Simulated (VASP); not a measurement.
Level of theory: MS2 meta-GGA, VASP's PBE PAW potentials (set 64) (plane waves; VASP).

A VASP calculation is set up with these files.

File KPOINTS_OPT:
```
k-points along high-symmetry lines
10
Line-mode
Reciprocal
  0.000000   0.000000   0.000000 ! GAMMA
  0.500000   0.000000   0.500000 ! X

  0.500000   0.000000   0.500000 ! X
  0.625000   0.250000   0.625000 ! U

  0.375000   0.375000   0.750000 ! K
  0.000000   0.000000   0.000000 ! GAMMA

  0.000000   0.000000   0.000000 ! GAMMA
  0.500000   0.500000   0.500000 ! L

  0.500000   0.500000   0.500000 ! L
  0.500000   0.250000   0.750000 ! W

  0.500000   0.250000   0.750000 ! W
  0.500000   0.000000   0.500000 ! X
```

**INCAR**
```
ALGO=Normal
EDIFF=1E-7
ENCUT=520
ISIF=2
ISMEAR=-5
LASPH=.True.
LCHARG=.False.
LMIXTAU=.True.
LORBIT=11
LREAL=.False.
LWAVE=.False.
METAGGA=MS2
NEDOS=601
NELM=100
PREC=Accurate
SYSTEM=LiH
```

### POSCAR
```
LiH
1
    0.0000000000     1.9700273137     1.9700273137
    1.9700273137    -0.0000000000     1.9700273137
    1.9700273137     1.9700273137    -0.0000000000
Li H
1 1
Direct
  0.0000000000   0.0000000000   0.0000000000
  0.5000000000   0.5000000000   0.5000000000
```

### KPOINTS
```
Automatic mesh
0
Gamma
13 13 13
0 0 0
```

POTCAR, in this order: Li_sv H (PBE.64 set). Program: vasp_std.

The run wrote:

File OSZICAR:
```
       N       E                     dE             d eps       ncg     rms          rms(c)
DAV:   1    -0.408639164332E+01   -0.40864E+01   -0.13902E+03  1038   0.585E+02
DAV:   2    -0.883658661103E+01   -0.47502E+01   -0.47236E+01  1464   0.648E+01
DAV:   3    -0.890976829084E+01   -0.73182E-01   -0.73182E-01  1152   0.763E+00
DAV:   4    -0.891036950054E+01   -0.60121E-03   -0.60121E-03  1458   0.645E-01
DAV:   5    -0.891037092869E+01   -0.14281E-05   -0.14281E-05  1158   0.253E-02    0.275E+00
DAV:   6    -0.712548583952E+01    0.17849E+01   -0.51772E-01  1182   0.784E+00    0.162E+00
DAV:   7    -0.726187269725E+01   -0.13639E+00   -0.77071E-01  1086   0.627E+00    0.652E-01
DAV:   8    -0.738987209666E+01   -0.12800E+00   -0.52390E-01  1104   0.559E+00    0.338E-01
DAV:   9    -0.737530403139E+01    0.14568E-01   -0.19015E-02  1122   0.170E+00    0.387E-01
DAV:  10    -0.748191321156E+01   -0.10661E+00   -0.16612E-01  1008   0.497E+00    0.205E-01
DAV:  11    -0.739615155369E+01    0.85762E-01   -0.16502E-01  1008   0.426E+00    0.328E-01
DAV:  12    -0.740148715670E+01   -0.53356E-02   -0.18579E-02  1008   0.137E+00    0.123E-01
DAV:  13    -0.740069199980E+01    0.79516E-03   -0.83163E-04  1014   0.337E-01    0.646E-02
DAV:  14    -0.740148298873E+01   -0.79099E-03   -0.15969E-03  1008   0.356E-01    0.301E-02
DAV:  15    -0.740067216998E+01    0.81082E-03   -0.93010E-04  1008   0.331E-01    0.745E-03
DAV:  16    -0.740068632971E+01   -0.14160E-04   -0.30380E-05  1194   0.623E-02    0.736E-03
DAV:  17    -0.740068987863E+01   -0.35489E-05   -0.55476E-06  1098   0.280E-02    0.269E-03
DAV:  18    -0.740069297216E+01   -0.30935E-05   -0.18469E-06  1278   0.151E-02    0.131E-03
DAV:  19    -0.740069435821E+01   -0.13861E-05   -0.15258E-07  1182   0.467E-03    0.855E-04
DAV:  20    -0.740069526584E+01   -0.90762E-06   -0.11016E-07  1050   0.402E-03    0.284E-04
DAV:  21    -0.740069543245E+01   -0.16661E-06   -0.24108E-08  1032   0.245E-03    0.126E-04
DAV:  22    -0.740069546741E+01   -0.34961E-07   -0.16996E-09   504   0.516E-04
   1 F= -.74006955E+01 E0= -.74006955E+01  d E =0.000000E+00
       N       E                     dE             ncg
```

**OUTCAR**
```
------------------------ aborting loop because EDIFF is reached ----------------------------------------
  FORCE on cell =-STRESS in cart. coord.  units (eV):
  Direction    XX          YY          ZZ          XY          YZ          ZX
  --------------------------------------------------------------------------------------
  Total       -0.0058418     -0.0058418     -0.0058418     -0.0000000      0.0000000      0.0000000
  in kB       -0.6120795     -0.6120795     -0.6120795     -0.0000000      0.0000000      0.0000000
  external PRESSURE =      -0.6120795 kB  Pullay stress =       0.0000000 kB
  volume of cell :       15.29
      direct lattice vectors                 reciprocal lattice vectors
     0.000000000  1.970027314  1.970027314    -0.253803588  0.253803588  0.253803588
     1.970027314  0.000000000  1.970027314     0.253803588 -0.253803588  0.253803588
     1.970027314  1.970027314  0.000000000     0.253803588  0.253803588 -0.253803588
  FREE ENERGIE OF THE ION-ELECTRON SYSTEM (eV)
  ---------------------------------------------------
  free  energy   TOTEN  =        -7.4006954674 eV

  energy  without entropy=       -7.4006954674  energy(sigma->0) =       -7.40069547

 total charge

# of ion       s       p       d       tot
------------------------------------------
    1        2.023   0.044   0.000   2.067
    2        0.558   0.001   0.000   0.559
--------------------------------------------------
tot          2.581   0.045   0.000   2.626
```
(Selected blocks of OUTCAR.)

The compound is LiH in the rock salt structure. It was relaxed first, which changed the volume by -10 %.
